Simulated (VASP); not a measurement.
Method: PBE GGA, VASP's PBE PAW potentials (set 64) (plane waves; VASP).

VASP input:

File KPOINTS:
```
Automatic mesh
0
Gamma
11 11 11
0 0 0
```

**INCAR**
```
SYSTEM=NdB2
PREC=Accurate; ENCUT=520; LREAL=.False.
LASPH=.True.
EDIFF=1E-4; NELM=100; ALGO=Normal
LMAXMIX=6
ISMEAR=1; SIGMA=0.1
GGA=PE
ISIF=2
LWAVE=.False.; LCHARG=.False.
```

### POSCAR
```
NdB2
8.7751820
 -0.2042865892   0.2042865892   0.5000000000
  0.2042865892  -0.2042865892   0.5000000000
  0.2042865892   0.2042865892  -0.5000000000
Nd B
1 2
Direct
  0.0000000000   0.0000000000   0.0000000000
  0.3353000000   0.3353000000   0.0000000000
  0.6647000000   0.6647000000   0.0000000000
```

POTCAR, in this order: Nd_3 B (PBE.64 set). Program: vasp_std.

Problem. What will the output report for the number of irreducible k-points (NKPTS), number of bands (NBANDS), largest plane-wave count, number of space-group operations, FFT grid (NGX, NGY, NGZ)?

Solution. 
```json
{
  "number of irreducible k-points (NKPTS)": "126",
  "number of bands (NBANDS)": "12",
  "largest_plane_wave_count": "1547",
  "number_of_space_group_operations": "16",
  "FFT grid (NGX, NGY, NGZ)": "40 × 40 × 40"
}
```

The structure was generated: NdB2 was put into the MoSi2 type (I4/mmm), which need not be its known phase. The cell was not relaxed at this level. The run is one of a series of settings (EDIFF = 1E-4 against the base run), some of them coarse on purpose. The electron count is odd and the run is not spin-polarised, which forces a metal. The 4f electrons are frozen in the core of the lanthanide potential, so 4f levels, which can set the real gap, and their magnetism are missing.
